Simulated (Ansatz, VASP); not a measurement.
# Cu (Cu(100)): VASP beside Ansatz, part 2 of 2

Aim: how closely do two programs agree when they are given the same cell, functional and k mesh? The cell is taken from a series of runs on this material, whose earlier steps may have relaxed, scaled, displaced or heated it; both programs get it as it stands. Other levels of theory on this material are compared in a session of their own.

VASP 6.6.1 and Ansatz 0.2.0.

So far: Set-up; Ansatz: single point, LDA; VASP: single point, LDA; Differences.

## Step 5: Ansatz: single point, RPBE

Level of this step: Ansatz beside VASP: Kohn-Sham DFT, plane waves, RPBE (Ansatz).

A single point takes one fixed geometry, so differences don't come from the geometry; what else differs is listed under the comparison.

The cell is taken from a series of runs on this material, whose earlier steps may have relaxed, scaled, displaced or heated it; both programs get it as it stands.

Contents of input.yaml:

```yaml
crystal:
  lattice:
    - [2.5526554801, 0.0, 0.0]
    - [0.0, 2.5526554801, 0.0]
    - [0.0, 0.0, 28.635]
  atoms:
    - { symbol: Cu, position: [0.0, 0.0, 0.279362177] }
    - { symbol: Cu, position: [0.5, 0.5, 0.3410283145] }
    - { symbol: Cu, position: [0.0, 0.0, 0.4049029427] }
    - { symbol: Cu, position: [0.5, 0.5, 0.4684826262] }
    - { symbol: Cu, position: [0.0, 0.0, 0.5315173738] }
    - { symbol: Cu, position: [0.5, 0.5, 0.5950970878] }
    - { symbol: Cu, position: [0.0, 0.0, 0.6589717488] }
    - { symbol: Cu, position: [0.5, 0.5, 0.7206379121] }
hamiltonian:
  xc: rpbe
kpoints:
  mp_grid: { grid: [14, 14, 1] }
scf:
  occupations: { method: methfessel_paxton, width: 0.1 }
  convergence: { dr2_threshold: 1.0e-09 }
efield:
  axis: 3
  dipole_correction: true
output:
  write_potential: true
  write_density: true
  volumetric_format: npy
```

Run with:

```console
> ansatz run input.yaml --threads 2 --pin off --max-ram 4096MiB --backend cpu --events-out ev --progress --plain --runs-dir out
```

Numbers of over 12 decimals in the logs are rounded to 6 here.

Log:

```text
[...]
Crystal: 8 atoms, lattice volume = 186.587 Å³
Basis set: ecut = 420 eV, 3675 PW (Γ)
Bands: 92, of which v1, the nominal top of the filled ones, is band 76 counted from 1 (75 counted from 0)
Symmetry: 8 space group operations
k-points: 36 of 196
[...]
k-point 0: bands = [... 72 lower, 4.9631, 4.9631, 5.0263, 5.0267, 5.0293, 5.0293, 5.6693, 6.9824, ... 12 higher]
  k-point 1: bands = [... 72 lower, 4.8676, 4.9657, 4.9721, 4.9725, 5.0201, 5.0474, 5.9700, 7.2297, ... 12 higher]
  k-point 2: bands = [... 72 lower, 4.8673, 4.9129, 4.9297, 5.0278, 5.0327, 5.4055, 6.5491, 7.8325, ... 12 higher]
  k-point 35: bands = [... 72 lower, 8.3269, 8.3269, 9.1996, 9.1996, 10.3737, 10.3737, 11.8251, 11.8251, ... 12 higher]
[key lines of the parts left out:]
SCF converged after 13 iterations
Free energy (F): -53041.825137 eV
Fermi energy:    6.454050 eV
Dipole field:    D = -0.000003 V/Å  (p = -0.000003 e·Å, saw-weighted, corrected)
Work function:   Φ+ = 4.3276 eV   Φ− = 4.3275 eV
```

## Step 6: VASP: single point, RPBE

The same cell, functional, mesh and smearing now go to VASP, with its own data sets.

Contents of INCAR:

```
SYSTEM = Cu
PREC = Accurate
ENCUT = 520
EDIFF = 1E-06
NELM = 120
ISMEAR = 1
SIGMA = 0.1
LREAL = .FALSE.
ALGO = Normal
GGA = RP
NBANDS = 54
LASPH = .TRUE.
LORBIT = 11
LWAVE = .FALSE.
LCHARG = .FALSE.
ISIF = 2
LDIPOL = .TRUE.
IDIPOL = 3
DIPOL = 0.5 0.5 0.5
LVHAR = .TRUE.
GGA_COMPAT = .FALSE.
NELMDL = -8
KPAR = 2
```

Contents of POSCAR:

```
Cu
1.0
    2.5526554801      0.0000000000      0.0000000000
    0.0000000000      2.5526554801      0.0000000000
    0.0000000000      0.0000000000     28.6350000000
Cu
8
Direct
    0.0000000000      0.0000000000      0.2793621324
    0.5000000000      0.5000000000      0.3410282829
    0.0000000000      0.0000000000      0.4049029274
    0.5000000000      0.5000000000      0.4684826262
    0.0000000000      0.0000000000      0.5315173738
    0.5000000000      0.5000000000      0.5950970726
    0.0000000000      0.0000000000      0.6589717172
    0.5000000000      0.5000000000      0.7206378676
```

Contents of KPOINTS:

```
Automatic mesh
0
Gamma
14 14 1
0 0 0
```

The projector-augmented-wave data sets are Cu (PBE family, release 64).

Run with:

```console
> mpirun -np 2 vasp_std
```

Log:

```text
[banner, memory and clock lines left out]
running    2 mpi-ranks, on    1 nodes
[...]
[... a notice as in an earlier step ...]

 LDA part: xc-table for (Slater+PW92), standard interpolation
 POSCAR, INCAR and KPOINTS ok, starting setup
[...]
entering main loop
       N       E                     dE             d eps       ncg     rms          rms(c)
DAV:   1     0.816649694200E+03    0.81665E+03   -0.39164E+04  3888   0.236E+03
DAV:   2     0.744990964738E+02   -0.74215E+03   -0.72102E+03  3888   0.458E+02
DAV:   3    -0.268858015054E+02   -0.10138E+03   -0.95065E+02  4044   0.218E+02
DAV:   4    -0.308246562284E+02   -0.39389E+01   -0.39068E+01  4302   0.591E+01
[...]
DAV:  27    -0.249479633475E+02   -0.38717E-05   -0.44567E-07  2430   0.109E-02    0.987E-04
DAV:  28    -0.249479651448E+02   -0.17974E-05   -0.12777E-07  2394   0.458E-03    0.424E-04
DAV:  29    -0.249479655697E+02   -0.42485E-06   -0.36142E-08  2420   0.321E-03
   1 F= -.24947966E+02 E0= -.24947568E+02  d E =-.119184E-02
```

From OUTCAR (step 6):

```text
  Total        3.0505815      3.0505815      2.9232684      0.0000000      0.0000000      0.0000000
  in kB       26.1945905     26.1945905     25.1013842      0.0000000      0.0000000      0.0000000
  external PRESSURE =      25.8301884 kB  Pullay stress =       0.0000000 kB

 POSITION                                       TOTAL-FORCE (eV/Angst)
 -----------------------------------------------------------------------------------
      0.00000      0.00000      7.99953        -0.000000     -0.000000     -0.240388
      1.27633      1.27633      9.76534        -0.000000     -0.000000      0.016900
      0.00000      0.00000     11.59440        -0.000000     -0.000000      0.000927
      1.27633      1.27633     13.41500         0.000000     -0.000000     -0.059682
      0.00000      0.00000     15.22000        -0.000000     -0.000000      0.059682
      1.27633      1.27633     17.04060         0.000000      0.000000     -0.000927
      0.00000      0.00000     18.86966        -0.000000     -0.000000     -0.016900
      1.27633      1.27633     20.63547        -0.000000     -0.000000      0.240388
 -----------------------------------------------------------------------------------
    total drift:                               -0.000000      0.000000     -0.000002

  FREE ENERGIE OF THE ION-ELECTRON SYSTEM (eV)
  ---------------------------------------------------
  free  energy   TOTEN  =       -24.9479655697 eV

  energy  without entropy=      -24.9467737308  energy(sigma->0) =      -24.94756829

[... 2 parts as in an earlier step ...]

[... 1 further part left out ...]
[key lines of the parts left out:]
E-fermi :   1.8173
```

## Step 7: Side by side

What differs besides the data sets and the points named for the pairs above, as far as they apply: the data sets hold 152 valence electrons in Ansatz (on its default PAW (the set named soft_2) files) and 88 in VASP; Ansatz makes its cores anew for this functional, VASP keeps those of its PBE data sets. Total energies have different zeros and are not compared.

Compared:

```csv
quantity,Ansatz,VASP,difference
"work function, lower of the two faces (eV)",4.33,4.31,+0.02
"work function, higher of the two faces (eV)",4.33,4.31,+0.02
```

Where the cell holds vacuum, a pressure given here is an average over it and none of the material.

## Step 8: Summary of results

```yaml
difference_in_work_function_higher_of_the_two_faces_single_point_lda: 0.027 eV
difference_in_work_function_higher_of_the_two_faces_single_point_rpbe: 0.020 eV
```

What this shows: The difference in work function, higher of the two faces is 0.027 eV (single point, LDA). The data sets hold unlike numbers of valence electrons (152 in Ansatz and 88 in VASP), so part of the differences may come from the potentials. 6 further pairs of this series are not shown here. How closely two codes agree says nothing of how well the functional describes the real material.

[Lines on the potential files, build, host, timing and source positions are cut from VASP's logs without a mark.]

[Logs are printed without paths, hosts, clocks, repeated set-up lines and the standing remarks that a program may print on its own settings, such as how far it seeks lower states.]

[Hosts, paths, dates, database ids (printed as entryN), source tags and the programs' standing remarks are cut or masked in the printed files.]
